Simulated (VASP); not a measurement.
# Al2Cl with BLYP: from relaxation to properties

What structure does Al2Cl take at this level, and what are its properties? The steps: relaxing cell and atoms (BLYP), second relaxation, single point with fields (BLYP), band structure (BLYP), density of states (BLYP), core levels (BLYP), zone-centre phonons (BLYP) and bands along the symmetry lines (HSE06). The cell is generated by rule, not measured, and may not be a known phase. Left out of this account: 1 further run (elastic: elastic constants of a metal on too coarse a mesh).

Method: BLYP; plane waves and PAW (Al, Cl), in the first sound run; inputs show where later runs differ, in VASP 6.6.1.

### 1. Starting point

Before any relaxation, the start is as follows. The structure is tetragonal, space group P4mm (No. 99). Conventional cell: a = 3.789 Å, b = 3.789 Å, c = 4.767 Å, α = 90.00°, β = 90.00°, γ = 90.00°. Nearest to Al lie 2 Cl at 1.90 Å. Cl has 4 Al at 1.90 Å nearest. Farther neighbours and most contacts between anions are not listed.

Coordinates:

```cif
data_structure
_symmetry_space_group_name_H-M 'P 1'
_symmetry_Int_Tables_number 1
_cell_length_a 3.7892
_cell_length_b 3.7892
_cell_length_c 4.7668
_cell_angle_alpha 90.000
_cell_angle_beta 90.000
_cell_angle_gamma 90.000
_cell_volume 68.44
loop_
_atom_site_label
_atom_site_type_symbol
_atom_site_fract_x
_atom_site_fract_y
_atom_site_fract_z
_atom_site_occupancy
Al1 Al 0.50000 0.00000 0.34803 1
Al2 Al 0.00000 0.50000 0.34803 1
Cl3 Cl 0.00000 0.00000 0.38485 1
```

### 2. Relaxing cell and atoms (BLYP)

Properties are meant for the cell that this level of theory prefers, so cell and atoms are relaxed first (ISIF = 3) until forces and stress are small; EDIFFG sets the threshold. BLYP comes from molecular chemistry and underbinds dense solids.

Input file INCAR:

```
SYSTEM = Al2Cl
PREC = Accurate
ENCUT = 400
EDIFF = 1E-06
NELM = 100
ISMEAR = 0
SIGMA = 0.05
LREAL = .FALSE.
ALGO = Normal
GGA = B5
ALDAX = 1
AGGAX = 1
AGGAC = 1
ALDAC = 0
LORBIT = 11
LWAVE = .FALSE.
LCHARG = .FALSE.
IBRION = 2
NSW = 60
ISIF = 3
EDIFFG = -0.01
```

Input file POSCAR:

```
Al2Cl
1.0
    3.7891741700      0.0000000000      0.0000000000
    0.0000000000      3.7891741700      0.0000000000
    0.0000000000      0.0000000000      4.7668408700
Al Cl
2 1
Direct
    0.5000000000      0.0000000000      0.3480306200
    0.0000000000      0.5000000000      0.3480306200
    0.0000000000      0.0000000000      0.3848475800
```

Input file KPOINTS:

```
Automatic mesh
0
Gamma
6 6 5
0 0 0
```

PAW data sets: Al and Cl (PBE family, release 64).

On the command line:

```console
$ mpirun -np 1 vasp_std
```

What it wrote:

```text
[banner, memory and clock lines left out]
running    1 mpi-ranks, on    1 nodes
 distrk:  each k-point on    1 cores,    1 groups
 distr:  one band on    1 cores,    1 groups

 POSCAR found type information on POSCAR AlCl
 POSCAR found :  2 types and       3 ions
|                                                                             |
|               ----> ADVICE to this user running VASP <----                  |
|                                                                             |
|     You enforced a specific xc type in the INCAR file but a different       |
|     [... a line on the potential file left out ...]
|     I HOPE YOU KNOW WHAT YOU ARE DOING!                                     |
|                                                                             |

 LDA part: xc-table for (Slater(with rela. corr.)+VWN5), standard interpolation
 POSCAR, INCAR and KPOINTS ok, starting setup
 FFT: planning ... GRIDC
 FFT: planning ... GRID_SOFT
 FFT: planning ... GRID
 WAVECAR not read
 entering main loop
       N       E                     dE             d eps       ncg     rms          rms(c)
DAV:   1     0.648403052976E+02    0.64840E+02   -0.47742E+03   608   0.826E+02
DAV:   2     0.732122849209E+01   -0.57519E+02   -0.56101E+02   756   0.165E+02
DAV:   3     0.272576697440E+01   -0.45955E+01   -0.45075E+01   788   0.524E+01
DAV:   4     0.261396706858E+01   -0.11180E+00   -0.10956E+00   866   0.829E+00
DAV:   5     0.261193998738E+01   -0.20271E-02   -0.20259E-02   842   0.880E-01    0.282E+01
DAV:   6     0.311841246525E+01    0.50647E+00   -0.10647E+00   686   0.519E+00    0.164E+01
DAV:   7     0.317757134148E+01    0.59159E-01   -0.34122E-01   728   0.368E+00    0.160E+00
DAV:   8     0.318120995194E+01    0.36386E-02   -0.25524E-02   672   0.116E+00    0.402E-01
DAV:   9     0.318078250889E+01   -0.42744E-03   -0.45441E-03   782   0.472E-01    0.313E-01
DAV:  10     0.318054096708E+01   -0.24154E-03   -0.60302E-04   700   0.172E-01    0.156E-01
DAV:  11     0.318047405421E+01   -0.66913E-04   -0.13215E-04   700   0.788E-02    0.459E-02
DAV:  12     0.318045916387E+01   -0.14890E-04   -0.27106E-05   752   0.354E-02    0.101E-02
DAV:  13     0.318045917017E+01    0.62971E-08   -0.33444E-06   736   0.124E-02
   1 F= 0.31804592E+01 E0= 0.31814234E+01  d E =0.318046E+01
 curvature:   0.00 expect dE= 0.000E+00 dE for cont linesearch  0.000E+00
 trial: gam= 0.00000 g(F)=  0.865E+00 g(S)=  0.393E+02 ort = 0.000E+00 (trialstep = 0.100E+01)
 search vector abs. value=  0.402E+02
 bond charge predicted
       N       E                     dE             d eps       ncg     rms          rms(c)
DAV:   1    -0.358769980124E+02   -0.39057E+02   -0.90471E+02   750   0.162E+02    0.234E+01
DAV:   2    -0.178954989787E+02    0.17981E+02   -0.65712E+01   818   0.606E+01    0.155E+01
DAV:   3    -0.628191291756E+01    0.11614E+02   -0.58374E+01   696   0.450E+01    0.237E+01
DAV:   4    -0.729326318441E+01   -0.10114E+01   -0.51088E+00   856   0.122E+01    0.189E+01
DAV:   5    -0.617024323061E+01    0.11230E+01   -0.15832E+01   670   0.203E+01    0.134E+01
DAV:   6    -0.632725255206E+01   -0.15701E+00   -0.74225E-01   654   0.582E+00    0.750E+00
DAV:   7    -0.589625092660E+01    0.43100E+00   -0.10551E+00   648   0.657E+00    0.623E+00
DAV:   8    -0.586482038792E+01    0.31431E-01   -0.11608E-01   716   0.218E+00    0.294E+00
DAV:   9    -0.586912338972E+01   -0.43030E-02   -0.83553E-03   712   0.616E-01    0.172E+00
DAV:  10    -0.585510478907E+01    0.14019E-01   -0.17657E-02   808   0.916E-01    0.771E-01
DAV:  11    -0.584879483772E+01    0.63100E-02   -0.43455E-02   774   0.128E+00    0.136E-01
DAV:  12    -0.584917172062E+01   -0.37688E-03   -0.28894E-03   632   0.356E-01    0.103E-01
DAV:  13    -0.584919936719E+01   -0.27647E-04   -0.21772E-04   682   0.120E-01    0.761E-02
DAV:  14    -0.584917885157E+01    0.20516E-04   -0.29251E-04   688   0.104E-01    0.444E-02
DAV:  15    -0.584917728036E+01    0.15712E-05   -0.24460E-05   640   0.363E-02    0.165E-02
DAV:  16    -0.584917699073E+01    0.28963E-06   -0.43437E-06   640   0.127E-02
   2 F= -.58491770E+01 E0= -.58466628E+01  d E =-.902964E+01
[... from here on, the cycles between the ionic steps are left out ...]
   3 F= -.62420701E+01 E0= -.62377552E+01  d E =-.942253E+01
   4 F= -.63698727E+01 E0= -.63667142E+01  d E =-.955033E+01
   5 F= -.63711272E+01 E0= -.63678763E+01  d E =-.955159E+01
   6 F= -.63864753E+01 E0= -.63835153E+01  d E =-.153481E-01
   7 F= -.64350137E+01 E0= -.64327021E+01  d E =-.638865E-01
   8 F= -.65387054E+01 E0= -.65365547E+01  d E =-.167578E+00
   9 F= -.67414784E+01 E0= -.67395851E+01  d E =-.370351E+00
  10 F= -.67376899E+01 E0= -.67372668E+01  d E =-.366563E+00
  11 F= -.68138127E+01 E0= -.68116125E+01  d E =-.442685E+00
  12 F= -.68817367E+01 E0= -.68810913E+01  d E =-.510610E+00
  13 F= -.68808158E+01 E0= -.68796825E+01  d E =0.920976E-03
  14 F= -.68818614E+01 E0= -.68810862E+01  d E =-.124643E-03
  15 F= -.68818622E+01 E0= -.68810989E+01  d E =-.125407E-03
  16 F= -.68818626E+01 E0= -.68810953E+01  d E =-.125855E-03
  17 F= -.68818629E+01 E0= -.68810908E+01  d E =-.126169E-03
  18 F= -.68820515E+01 E0= -.68811302E+01  d E =-.188599E-03
  19 F= -.68833434E+01 E0= -.68823932E+01  d E =-.148048E-02
  20 F= -.68865550E+01 E0= -.68856203E+01  d E =-.469212E-02
  21 F= -.68762310E+01 E0= -.68758160E+01  d E =0.563193E-02
  22 F= -.68866100E+01 E0= -.68856471E+01  d E =-.474713E-02
  23 F= -.68866198E+01 E0= -.68856522E+01  d E =-.475690E-02
  24 F= -.68866238E+01 E0= -.68856559E+01  d E =-.402879E-05
  25 F= -.68866347E+01 E0= -.68856663E+01  d E =-.148946E-04
  26 F= -.68866537E+01 E0= -.68856844E+01  d E =-.338780E-04
  27 F= -.68866798E+01 E0= -.68857095E+01  d E =-.599411E-04
  28 F= -.68866808E+01 E0= -.68857103E+01  d E =-.609807E-04
  29 F= -.68866885E+01 E0= -.68857178E+01  d E =-.686693E-04
  30 F= -.68867278E+01 E0= -.68857571E+01  d E =-.392932E-04
  31 F= -.68868455E+01 E0= -.68858748E+01  d E =-.157040E-03
  32 F= -.68870821E+01 E0= -.68861113E+01  d E =-.393597E-03
  33 F= -.68875602E+01 E0= -.68865893E+01  d E =-.871733E-03
  34 F= -.68885345E+01 E0= -.68875631E+01  d E =-.184599E-02
  35 F= -.68905517E+01 E0= -.68895766E+01  d E =-.386323E-02
  36 F= -.68948615E+01 E0= -.68938705E+01  d E =-.817298E-02
  37 F= -.69049981E+01 E0= -.69044451E+01  d E =-.183096E-01
  38 F= -.69247984E+01 E0= -.69239858E+01  d E =-.381099E-01
  39 F= -.69370330E+01 E0= -.69366181E+01  d E =-.503445E-01
  40 F= -.69348446E+01 E0= -.69328312E+01  d E =-.481561E-01
  41 F= -.69466823E+01 E0= -.69461978E+01  d E =-.599938E-01
  42 F= -.69450299E+01 E0= -.69446102E+01  d E =-.583414E-01
  43 F= -.69467824E+01 E0= -.69463733E+01  d E =-.600940E-01
  44 F= -.69476013E+01 E0= -.69471944E+01  d E =-.818880E-03
  45 F= -.69495825E+01 E0= -.69491713E+01  d E =-.280005E-02
  46 F= -.69514602E+01 E0= -.69510598E+01  d E =-.467778E-02
  47 F= -.69552231E+01 E0= -.69548137E+01  d E =-.376287E-02
  48 F= -.69659787E+01 E0= -.69655513E+01  d E =-.145184E-01
  49 F= -.69851359E+01 E0= -.69847217E+01  d E =-.336757E-01
  50 F= -.70142319E+01 E0= -.70138278E+01  d E =-.627717E-01
  51 F= -.70398900E+01 E0= -.70386771E+01  d E =-.884298E-01
  52 F= -.70407473E+01 E0= -.70392711E+01  d E =-.892871E-01
  53 F= -.70408033E+01 E0= -.70392604E+01  d E =-.893431E-01
  54 F= -.70407930E+01 E0= -.70391973E+01  d E =-.893328E-01
  55 F= -.70409387E+01 E0= -.70394149E+01  d E =-.145740E-03
  56 F= -.70411046E+01 E0= -.70398194E+01  d E =-.311631E-03
  57 F= -.70411068E+01 E0= -.70397810E+01  d E =-.313779E-03
  58 F= -.70411073E+01 E0= -.70397912E+01  d E =-.314331E-03
  59 F= -.70411428E+01 E0= -.70398783E+01  d E =-.355069E-04
 trial-energy change:   -0.000036  1 .order   -0.000040   -0.000049   -0.000031
 step:   2.2798(harm=  2.2798)  dis= 0.00328  next Energy=    -7.041176 (dE=-0.682E-04)
 bond charge predicted
       N       E                     dE             d eps       ncg     rms          rms(c)
DAV:   1    -0.704130885798E+01   -0.16599E-03   -0.12868E-02   618   0.776E-01    0.732E-02
DAV:   2    -0.704118079614E+01    0.12806E-03   -0.70553E-04   640   0.217E-01    0.269E-02
DAV:   3    -0.704116680694E+01    0.13989E-04   -0.12437E-04   628   0.790E-02    0.218E-02
DAV:   4    -0.704116631601E+01    0.49092E-06   -0.31391E-06   592   0.157E-02
  60 F= -.70411663E+01 E0= -.70399938E+01  d E =-.589871E-04
 curvature:  -1.89 expect dE=-0.157E-04 dE for cont linesearch -0.252E-06
 trial: gam= 0.06824 g(F)=  0.280E-06 g(S)=  0.803E-05 ort = 0.364E-05 (trialstep = 0.111E+01)
 search vector abs. value=  0.926E-05
 reached required accuracy - stopping structural energy minimisation
```

Run time: 8.1 min. Hardware: 1 MPI rank of Intel Xeon Platinum 8375C at 2.90GHz (Ice Lake), shared host; peak memory 0.17 GiB.

The logs omit lines about the potential files and the build; timing stands in the text.

OUTCAR, selected parts (step 2):

```text
ion  position               nearest neighbor table
   1  0.500  0.000  0.348-   3 1.90   3 1.90   2 2.68   2 2.68   2 2.68   2 2.68
   2  0.000  0.500  0.348-   3 1.90   3 1.90   1 2.68   1 2.68   1 2.68   1 2.68
   3  0.000  0.000  0.385-   1 1.90   2 1.90   2 1.90   1 1.90

  LATTYP: Found a simple tetragonal cell.
 ALAT       =     3.7891741700
 C/A-ratio  =     1.2580157723

 Subroutine GETGRP returns: Found  8 space group operations
 (whereof  8 operations were pure point group operations)

The static configuration has the point symmetry C_4v.

 Found     30 irreducible k-points:

   k-points           NKPTS =     30   k-points in BZ     NKDIM =     30   number of bands    NBANDS=     10

   dimension x,y,z NGX =    28 NGY =   28 NGZ =   32
   dimension x,y,z NGXF=    56 NGYF=   56 NGZF=   64

   ENCUT  =  400.0 eV  29.40 Ry    5.42 a.u.   6.18  6.18  7.77*2*pi/ulx,y,z

   NELECT =      13.0000    total number of electrons

 k-points in reciprocal lattice and weights: Automatic mesh
   0.00000000  0.00000000  0.00000000       0.006
   0.16666667  0.00000000  0.00000000       0.022
   0.33333333  0.00000000  0.00000000       0.022
   0.50000000  0.00000000  0.00000000       0.011
   0.16666667  0.16666667  0.00000000       0.022
   0.33333333  0.16666667  0.00000000       0.044
   0.50000000  0.16666667  0.00000000       0.022
   0.33333333  0.33333333  0.00000000       0.022
   0.50000000  0.33333333  0.00000000       0.022
[...]
0.50000000  0.33333333  0.40000000       0.044
   0.50000000  0.50000000  0.40000000       0.011

 average (electrostatic) potential at core
       1 -77.3024       2 -77.3024       3 -92.4976

 E-fermi :   4.5448

 k-point     1 :       0.0000    0.0000    0.0000
  band No.  band energies     occupation
    ...
      2      -2.3700      2.00000
      3      -2.3700      2.00000
      4      -1.8494      2.00000
      5      -0.5582      2.00000
      6       2.5521      2.00000
      7       5.1274      0.00000
      8       5.1274      0.00000
      9       8.1427      0.00000
     10       8.4202      0.00000

 k-point     2 :       0.1667    0.0000    0.0000
  band No.  band energies     occupation
    ...
      2      -2.9950      2.00000
      3      -2.3525      2.00000
      4      -1.4169      2.00000
      5      -0.0652      2.00000
      6       2.5545      2.00000
      7       4.7929      0.00000
      8       4.8058      0.00000
      9       8.6103      0.00000
     10       8.6158      0.00000

 k-point     3 :       0.3333    0.0000    0.0000
  band No.  band energies     occupation
    ...
      4      -1.1996      2.00000
      5       1.0257      2.00000
      6       2.5584      2.00000
      7       4.3277      2.00000
      8       4.3868      1.99999
      9       6.8369      0.00000
     10       9.1534      0.00000

  Total        0.0127658      0.0127658     -0.0131574      0.0000000     -0.0000000      0.0000000
  in kB        0.2619570      0.2619570     -0.2699928      0.0000000     -0.0000000      0.0000000
  external PRESSURE =       0.0846404 kB  Pullay stress =       0.0000000 kB

  energy-cutoff  :      400.00
  volume of cell :       78.08
      direct lattice vectors                 reciprocal lattice vectors
     5.253351328  0.000000000  0.000000000     0.190354678 -0.000000000 -0.000000000
    -0.000000000  5.253351328 -0.000000000     0.000000000  0.190354678 -0.000000000
     0.000000000  0.000000000  2.829141703     0.000000000  0.000000000  0.353464091

 POSITION                                       TOTAL-FORCE (eV/Angst)
 -----------------------------------------------------------------------------------
      2.62668      0.00000      1.02049        -0.000000     -0.000000     -0.000984
      0.00000      2.62668      1.02049        -0.000000     -0.000000     -0.000984
      0.00000      0.00000      1.01706         0.000000      0.000000      0.001969
 -----------------------------------------------------------------------------------
    total drift:                               -0.000000     -0.000000     -0.001436

  FREE ENERGIE OF THE ION-ELECTRON SYSTEM (eV)
  ---------------------------------------------------
  free  energy   TOTEN  =        -7.0411663160 eV

  energy  without entropy=       -7.0388213559  energy(sigma->0) =       -7.03999384

 reached required accuracy - stopping structural energy minimisation

 total charge
# of ion       s       p       d       tot
------------------------------------------
    1        0.510   0.223   0.000   0.734
    2        0.510   0.223   0.000   0.734
    3        1.626   3.585   0.000   5.211
--------------------------------------------------
tot          2.647   4.032   0.000   6.679

[... 3 further parts left out ...]
```

CONTCAR:

```
Al2Cl
   1.00000000000000
     5.2533513277676827    0.0000000000000000    0.0000000000000000
    -0.0000000000000000    5.2533513277676827   -0.0000000000000012
     0.0000000000000000    0.0000000000000009    2.8291417030158614
  Al              Cl
     2     1
Direct
     0.5000000000000000    0.0000000000000000    0.3607075227251055
     0.0000000000000000    0.5000000000000000    0.3607075227251055
     0.0000000000000000    0.0000000000000000    0.3594937745497935
```

This run has no spin polarisation. Its electron count is odd, so without a moment it is a metal by construction. The k-mesh is coarse for a metal. The PAW data sets were made with PBE, which is usual practice but a small mismatch for other functionals. After so large a change of volume the plane waves of the start cell no longer fit, so the final stress carries a basis-set error. The run keeps the 8 symmetry operations of its start, so it cannot find a distortion of lower symmetry.

The steps of the relaxation (22 of 60):

```
step  energy less that of the first step (eV)  largest force (eV/Å)  pressure (GPa)  volume (Å³)
   1                                   0.0000                3.4572           54.20        68.44
   4                                  -9.5503                0.3632           -0.52       137.80
   7                                  -9.6155                0.4619           -0.30       130.52
   9                                  -9.9219                0.3984           -0.71       106.10
  12                                 -10.0622                0.0015            0.07        85.81
  15                                 -10.0623                0.0052           -0.02        86.09
  18                                 -10.0625                0.0164           -0.03        85.90
  21                                 -10.0567                0.3318            0.19        81.41
  23                                 -10.0671                0.1634            0.02        83.59
  26                                 -10.0671                0.1678            0.02        83.53
  29                                 -10.0671                0.1781            0.03        83.39
  32                                 -10.0675                0.1797            0.03        83.34
  35                                 -10.0710                0.1962            0.07        82.92
  38                                 -10.1053                0.3486            0.43        79.46
  40                                 -10.1153                0.4077            0.51        78.03
  43                                 -10.1272                0.4205            0.95        76.37
  46                                 -10.1319                0.3825            1.25        75.83
  49                                 -10.1656                0.2978            0.91        76.34
  52                                 -10.2212                0.0198           -0.08        78.40
  54                                 -10.2213                0.0074           -0.10        78.52
  57                                 -10.2216                0.0065           -0.06        78.31
  60                                 -10.2216                0.0020            0.01        78.08
```

```
     cell as run  before  after   change
           a (Å)   3.789  5.253  +38.6 %
           b (Å)   3.789  5.253  +38.6 %
           c (Å)   4.767  2.829  -40.6 %
volume (Å³/atom)   22.81  26.03  +14.1 %
```

The atoms that moved most (Å, as changes of fractional coordinates times the final cell):

```
atom     dx     dy      dz  length
 Cl3  0.000  0.000  -0.072   0.072
 Al1  0.000  0.000   0.036   0.036
 Al2  0.000  0.000   0.036   0.036
```

The relaxed structure:

```
Al Cl
1.0
     5.25335    0.00000    0.00000
     0.00000    5.25335    0.00000
     0.00000    0.00000    2.82914
Al Cl
2 1
Direct
  0.50000 0.00000 0.36071
  0.00000 0.50000 0.36071
  0.00000 0.00000 0.35949
```

This step gave:

| Quantity | Value |
| --- | --- |
| electrons | 13 |
| bands | 10 |
| irreducible k-points | 30 |
| symmetry operations | 8 |
| free energy (TOTEN) | -7.041 eV |
| energy at zero smearing | -7.040 eV |
| Fermi energy | 4.545 eV |
| pressure | 0.008464 GPa |
| metallic | yes |
| SCF cycles over all ionic steps | 396 |

It ends with a largest force of 0.002 eV/Å and a pressure of 0.01 GPa.

(Continued in part 2 of 5.)

[Lines on the potential files, build, host, timing and source positions are cut from VASP's logs without a mark.]

[Logs are printed without paths, hosts, clocks, repeated set-up lines and the standing remarks that a program may print on its own settings, such as how far it seeks lower states.]

[Hosts, paths, dates, database ids (printed as entryN), source tags and the programs' standing remarks are cut or masked in the printed files.]

[A measured line is paired with the nearest computed mode of its activity, which favours agreement.]
